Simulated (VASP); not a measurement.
# NbB2 under strain

Aim: follow the pressure of NbB2 through compression, expansion and shear. All runs use PBEsol. Left out of this account: 1 further run (fields: a reference on another mesh). The start is a cell from a database of measured crystal structures.

Main program and level: VASP 6.6.1; PBEsol; plane waves and PAW (Nb_sv, B).

### Step 1. The starting structure

Symmetry: P6/mmm, No. 191, hexagonal system. Conventional cell: a = 3.110 Å, b = 3.110 Å, c = 3.270 Å, α = 90.00°, β = 90.00°, γ = 120.00°. Nearest to Nb lie 12 B at 2.43 Å. B has 3 B at 1.80 Å and 6 Nb at 2.43 Å nearest. Farther neighbours are not listed.

As a file:

```xyz
3
Lattice="3.1100 0.0000 0.0000 -1.5550 2.6933 0.0000 0.0000 0.0000 3.2700" Properties=species:S:1:pos:R:3 pbc="T T T"
Nb    0.0000    0.0000    0.0000
B     0.0000    1.7956    1.6350
B     1.5550    0.8978    1.6350
```

### Step 2. Bands, cell as listed

The mesh alone shows little of the dispersion and can miss band extrema, so KPOINTS_OPT adds a path through the symmetry points after the self-consistent cycle. PBEsol restores the gradient expansion of exchange and is tuned for the cells of solids.

The input, INCAR:

```
SYSTEM = NbB2
PREC = Accurate
ENCUT = 420
EDIFF = 1E-06
NELM = 100
ISMEAR = -1
SIGMA = 0.05
LREAL = .FALSE.
ALGO = Normal
GGA = PS
NBANDS = 22
LASPH = .TRUE.
LORBIT = 11
LWAVE = .FALSE.
LCHARG = .FALSE.
KPAR = 4
```

The input, POSCAR:

```
NbB2
1.0
    3.1100000000      0.0000000000      0.0000000000
   -1.5550000000      2.6933390058      0.0000000000
    0.0000000000      0.0000000000      3.2700000000
Nb B
1 2
Direct
    0.0000000000      0.0000000000      0.0000000000
    0.3333333333      0.6666666667      0.5000000000
    0.6666666667      0.3333333333      0.5000000000
```

The input, KPOINTS:

```
Automatic mesh
0
Gamma
11 11 9
0 0 0
```

The input, KPOINTS_OPT:

```
Line mode
16
Line-mode
Reciprocal
  0.00000000   0.00000000   0.00000000 GAMMA
  0.50000000   0.00000000   0.00000000 M

  0.50000000   0.00000000   0.00000000 M
  0.33333333   0.33333333   0.00000000 K

  0.33333333   0.33333333   0.00000000 K
  0.00000000   0.00000000   0.00000000 GAMMA

  0.00000000   0.00000000   0.00000000 GAMMA
  0.00000000   0.00000000   0.50000000 A

  0.00000000   0.00000000   0.50000000 A
  0.50000000   0.00000000   0.50000000 L

  0.50000000   0.00000000   0.50000000 L
  0.33333333   0.33333333   0.50000000 H

  0.33333333   0.33333333   0.50000000 H
  0.00000000   0.00000000   0.50000000 A

  0.50000000   0.00000000   0.50000000 L
  0.50000000   0.00000000   0.00000000 M

  0.33333333   0.33333333   0.00000000 K
  0.33333333   0.33333333   0.50000000 H
```

PAW data sets: Nb_sv and B (PBE family, release 64).

Run with:

```sh
$ mpirun -np 4 vasp_std
```

The program printed:

```text
[banner, memory and clock lines left out]
running    4 mpi-ranks, on    1 nodes
 distrk:  each k-point on    1 cores,    4 groups
 distr:  one band on    1 cores,    1 groups

 POSCAR found type information on POSCAR NbB
 POSCAR found :  2 types and       3 ions
|                                                                             |
|               ----> ADVICE to this user running VASP <----                  |
|                                                                             |
|     You enforced a specific xc type in the INCAR file but a different       |
|     [... a line on the potential file left out ...]
|     I HOPE YOU KNOW WHAT YOU ARE DOING!                                     |
|                                                                             |

 LDA part: xc-table for (Slater+PW92), standard interpolation
 POSCAR, INCAR and KPOINTS ok, starting setup
 FFT: planning ... GRIDC
 FFT: planning ... GRID_SOFT
 FFT: planning ... GRID
 WAVECAR not read
 entering main loop
       N       E                     dE             d eps       ncg     rms          rms(c)
DAV:   1     0.116129363600E+03    0.11613E+03   -0.82129E+03  3536   0.725E+02
DAV:   2    -0.260749641995E+02   -0.14220E+03   -0.13595E+03  4152   0.269E+02
DAV:   3    -0.304348435841E+02   -0.43599E+01   -0.42980E+01  4728   0.438E+01
DAV:   4    -0.305768919109E+02   -0.14205E+00   -0.14167E+00  4852   0.690E+00
DAV:   5    -0.305799992058E+02   -0.31073E-02   -0.31070E-02  4758   0.922E-01    0.122E+01
DAV:   6    -0.274090780207E+02    0.31709E+01   -0.77221E+00  5168   0.183E+01    0.306E+00
DAV:   7    -0.274171040167E+02   -0.80260E-02   -0.27940E-01  4246   0.364E+00    0.208E+00
DAV:   8    -0.274129977125E+02    0.41063E-02   -0.31290E-02  5978   0.119E+00    0.183E-01
DAV:   9    -0.274125446144E+02    0.45310E-03   -0.18722E-03  4438   0.307E-01    0.936E-02
DAV:  10    -0.274125170818E+02    0.27533E-04   -0.25237E-04  4404   0.117E-01    0.203E-02
DAV:  11    -0.274125125439E+02    0.45379E-05   -0.13371E-05  4846   0.344E-02    0.137E-02
DAV:  12    -0.274125115321E+02    0.10118E-05   -0.55891E-07  3248   0.540E-03    0.248E-03
DAV:  13    -0.274125114769E+02    0.55154E-07   -0.30214E-07  2472   0.422E-03
   1 F= -.27412511E+02 E0= -.27408800E+02  d E =-.742259E-02
 Start KPOINTS_OPT (optional k-point list driver)
k-point batch [1-80\144]
       N       E                     dE             ncg
DAV:   1     0.115330698320E+04   -0.33188E+05     3536
DAV:   2    -0.102201692359E+05   -0.11373E+05     4056
DAV:   3    -0.105890956784E+05   -0.36893E+03     4980
DAV:   4    -0.105978900054E+05   -0.87943E+01     4548
DAV:   5    -0.105980623070E+05   -0.17230E+00     4768
DAV:   6    -0.105980646080E+05   -0.23010E-02     4632
DAV:   7    -0.105980646382E+05   -0.30123E-04     4160
DAV:   8    -0.105980646396E+05   -0.14428E-05     2906
DAV:   9    -0.105980646398E+05   -0.20401E-06     2656
k-point batch [81-144\144]
       N       E                     dE             ncg
DAV:   1     0.996682829666E+04   -0.44539E+05     2832
DAV:   2     0.100028738600E+04   -0.89665E+04     3288
DAV:   3     0.724535613901E+03   -0.27575E+03     4122
DAV:   4     0.717880747335E+03   -0.66549E+01     3658
DAV:   5     0.717764007468E+03   -0.11674E+00     4038
DAV:   6     0.717762717834E+03   -0.12896E-02     3722
DAV:   7     0.717762699803E+03   -0.18031E-04     3588
DAV:   8     0.717762699280E+03   -0.52246E-06     2664
```

Elapsed: 10 s, on 4 MPI ranks of Intel Xeon Platinum 8488C (Sapphire Rapids), shared host; peak memory 0.69 GiB.

Lines that name or quote the potential files are left out of all logs, and their timing lines are given in words.

Parts of OUTCAR (step 2):

```text
ion  position               nearest neighbor table
   1  0.000  0.000  0.000-   2 2.43   3 2.43   2 2.43   3 2.43   3 2.43   3 2.43   2 2.43   2 2.43
                             3 2.43   3 2.43   2 2.43   2 2.43
   2  0.333  0.667  0.500-   3 1.80   3 1.80   3 1.80   1 2.43   1 2.43   1 2.43   1 2.43   1 2.43
                             1 2.43
   3  0.667  0.333  0.500-   2 1.80   2 1.80   2 1.80   1 2.43   1 2.43   1 2.43   1 2.43   1 2.43
                             1 2.43

  LATTYP: Found a hexagonal cell.
 ALAT       =     3.1100000000
 C/A-ratio  =     1.0514469453

 Subroutine GETGRP returns: Found 24 space group operations
 (whereof 24 operations were pure point group operations)

The static configuration has the point symmetry D_6h.

 Found     80 irreducible k-points:

   k-points           NKPTS =     80   k-points in BZ     NKDIM =     80   number of bands    NBANDS=     22

   dimension x,y,z NGX =    24 NGY =   24 NGZ =   24
   dimension x,y,z NGXF=    48 NGYF=   48 NGZF=   48

   ENCUT  =  420.0 eV  30.87 Ry    5.56 a.u.   5.20  5.20  5.46*2*pi/ulx,y,z

   NELECT =      19.0000    total number of electrons

 k-points in reciprocal lattice and weights: Automatic mesh
   0.00000000  0.00000000  0.00000000       0.001
   0.09090909 -0.00000000  0.00000000       0.006
   0.18181818 -0.00000000  0.00000000       0.006
   0.27272727 -0.00000000  0.00000000       0.006
   0.36363636 -0.00000000  0.00000000       0.006
   0.45454545 -0.00000000  0.00000000       0.006
   0.09090909  0.09090909  0.00000000       0.006
   0.18181818  0.09090909  0.00000000       0.011
   0.27272727  0.09090909  0.00000000       0.011
[...]
0.27272727  0.27272727  0.44444444       0.011
   0.36363636  0.27272727  0.44444444       0.011

 average (electrostatic) potential at core
       1 -76.5471       2 -20.8683       3 -20.8683

 E-fermi :  12.6084

 k-point     1 :       0.0000    0.0000    0.0000
  band No.  band energies     occupation
    ...
      5      -1.7151      2.00000
      6       8.1232      2.00000
      7       8.1232      2.00000
      8       8.2667      2.00000
      9       9.5982      2.00000
     10      13.8572      0.00000
     11      13.8572      0.00000
     12      15.9052      0.00000
     13      15.9052      0.00000
     14      16.7527      0.00000
    ...

 k-point     2 :       0.0909   -0.0000    0.0000
  band No.  band energies     occupation
    ...
      5      -1.5444      2.00000
      6       7.7061      2.00000
      7       8.1778      2.00000
      8       8.3874      2.00000
      9       9.3056      2.00000
     10      13.7750      0.00000
     11      14.2815      0.00000
     12      14.8720      0.00000
     13      15.1082      0.00000
     14      17.3906      0.00000
    ...

 k-point     3 :       0.1818   -0.0000    0.0000
  band No.  band energies     occupation
    ...
      5      -1.0545      2.00000
      6       6.7185      2.00000
      7       8.2912      2.00000
      8       8.6301      2.00000
      9       8.7059      2.00000
     10      13.5644      0.00000
     11      13.8148      0.00000
     12      14.4776      0.00000
     13      15.0835      0.00000
     14      18.3604      0.00000
    ...

  Total       -0.5059885     -0.5059885      0.1615418      0.0000000     -0.0000000      0.0000000
  in kB      -29.5973005    -29.5973005      9.4492264      0.0000000     -0.0000000      0.0000000
  external PRESSURE =     -16.5817915 kB  Pullay stress =       0.0000000 kB

  energy-cutoff  :      420.00
  volume of cell :       27.39
      direct lattice vectors                 reciprocal lattice vectors
     3.110000000  0.000000000  0.000000000     0.321543408  0.185643173  0.000000000
    -1.555000000  2.693339006  0.000000000     0.000000000  0.371286347  0.000000000
     0.000000000  0.000000000  3.270000000     0.000000000  0.000000000  0.305810398

 POSITION                                       TOTAL-FORCE (eV/Angst)
 -----------------------------------------------------------------------------------
      0.00000      0.00000      0.00000         0.000000     -0.000000      0.000000
     -0.00000      1.79556      1.63500        -0.000000      0.000000      0.000000
      1.55500      0.89778      1.63500         0.000000     -0.000000     -0.000000
 -----------------------------------------------------------------------------------
    total drift:                               -0.000000      0.000000      0.000000

  FREE ENERGIE OF THE ION-ELECTRON SYSTEM (eV)
  ---------------------------------------------------
  free  energy   TOTEN  =       -27.4125114769 eV

  energy  without entropy=      -27.4050888909  energy(sigma->0) =      -27.40880018

 total charge
# of ion       s       p       d       tot
------------------------------------------
    1        2.151   6.058   2.585  10.794
    2        0.663   1.295   0.000   1.957
    3        0.663   1.295   0.000   1.957
--------------------------------------------------
tot          3.476   8.647   2.585  14.708

[... 3 further parts left out ...]
```

This run has no spin polarisation. Its electron count is odd, so without a moment it is a metal by construction. Spin-orbit coupling is off here; it would split degenerate levels. The PAW data sets were made with PBE, which is usual practice but a small mismatch for other functionals.

This step gave:

```
SCF cycles              : 13
electrons               : 19
bands                   : 22
irreducible k-points    : 80
symmetry operations     : 24
free energy (TOTEN)     : -27.41 eV
energy at zero smearing : -27.41 eV
Fermi energy            : 12.61 eV
pressure                : -1.658 GPa
metallic                : yes
```

The electronic bands at the labelled points (eV, zero at the Fermi level; # counts the bands kept, so #1 is VASP's band 6):

```csv
point,#1,#2,#3,#4,#5,#6,#7,#8
Γ,-4.49,-4.49,-4.34,-3.01,1.25,1.25,3.30,3.30
0.53 of the way,-7.00,-4.45,-4.25,-3.94,0.72,0.96,1.75,2.68
M,-9.82,-5.14,-4.56,-4.30,0.34,1.81,2.46,3.12
0.47 of the way,-9.69,-6.46,-4.83,-2.43,-1.69,1.40,2.46,4.37
K,-9.18,-8.56,-3.72,-3.72,0.02,0.02,0.91,7.36
0.53 of the way,-6.80,-5.13,-4.38,-3.17,0.00,0.38,2.15,3.98
Γ,-4.49,-4.49,-4.34,-3.01,1.25,1.25,3.30,3.30
0.47 of the way,-6.40,-3.86,-3.86,-1.23,-0.73,-0.73,1.60,1.60
A,-8.67,-2.04,-2.04,-1.96,-1.96,-1.23,-1.23,0.92
0.47 of the way,-7.24,-5.88,-5.10,-3.22,0.16,1.22,1.48,2.27
L,-8.13,-6.38,-5.90,-3.47,2.33,2.87,3.51,5.18
0.47 of the way,-8.86,-6.21,-5.39,-3.80,2.34,3.47,3.89,5.24
H,-10.23,-6.13,-4.41,-4.41,2.33,4.72,4.72,5.11
0.53 of the way,-6.80,-6.54,-5.33,-3.61,0.61,1.69,1.74,2.88
A,-8.67,-2.04,-2.04,-1.96,-1.96,-1.23,-1.23,0.92
jump to L,-8.13,-6.38,-5.90,-3.47,2.33,2.87,3.51,5.18
0.47 of the way,-9.52,-5.65,-4.72,-4.11,0.51,2.68,2.84,4.43
M,-9.82,-5.14,-4.56,-4.30,0.34,1.81,2.46,3.12
jump to K,-9.18,-8.56,-3.72,-3.72,0.02,0.02,0.91,7.36
0.47 of the way,-9.67,-7.58,-4.19,-4.19,1.45,1.99,1.99,6.29
H,-10.23,-6.13,-4.41,-4.41,2.33,4.72,4.72,5.11
```

Of the projections kept (Nb, B), the largest for each band there; the rest of the weight can lie on other orbitals:

```csv
point,#1,#2,#3,#4,#5,#6,#7,#8
Γ,B 0.54,B 0.54,Nb 0.99,B 0.87,Nb 1.00,Nb 1.00,Nb 0.59,Nb 0.59
M,B 0.88,Nb 0.60,Nb 0.88,B 0.94,Nb 1.00,B 0.94,Nb 0.96,Nb 0.85
K,B 0.84,B 0.68,Nb 0.64,Nb 0.64,Nb 0.79,Nb 0.79,Nb 0.84,Nb 0.56
Γ,B 0.54,B 0.54,Nb 0.99,B 0.87,Nb 1.00,Nb 1.00,Nb 0.59,Nb 0.59
A,B 0.53,B 1.00,B 1.00,Nb 0.81,Nb 0.81,Nb 1.00,Nb 1.00,Nb 0.89
L,B 0.90,B 0.65,Nb 0.72,B 0.71,Nb 0.98,Nb 1.00,B 0.88,Nb 0.71
```

There is no gap at this level.

(Part 1 of 4 ends here.)

[Lines on the potential files, build, host, timing and source positions are cut from VASP's logs without a mark.]

[Logs are printed without paths, hosts, clocks, repeated set-up lines and the standing remarks that a program may print on its own settings, such as how far it seeks lower states.]

[Hosts, paths, dates, database ids (printed as entryN), source tags and the programs' standing remarks are cut or masked in the printed files.]

[A measured line is paired with the nearest computed mode of its activity, which favours agreement.]
